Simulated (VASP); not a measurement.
Given:

```xyz
2
Lattice="2.4553 0.0000 0.0000 -1.2277 2.1264 0.0000 0.0000 0.0000 3.9604" Properties=species:S:1:pos:R:3 pbc="T T T"
Co     1.2277     0.7088     2.9703
Co     0.0000     1.4176     0.9901
```
Starting moments (μB, in the order of the record's atoms Co Co): 1.8 1.8.

Calculation: PBEsol GGA, VASP's PBE PAW potentials (set 64) (plane waves; VASP). Settings: PREC = Normal, EDIFF = 1E-5, 400 eV cut-off, 19×19×10 Γ-centred mesh, first-order Methfessel-Paxton smearing of 0.10 eV, potentials Co.

**Question.** Give the stress tensor in GPa (positive for a compressed cell).

**Answer.** 
```
-2.07   0.00   0.00
 0.00  -2.07   0.00
 0.00   0.00  -1.49
```
The pressure is its mean diagonal, -1.87 GPa.

The compound is Co in the hcp structure. It was relaxed first, which changed the volume by -7 %.
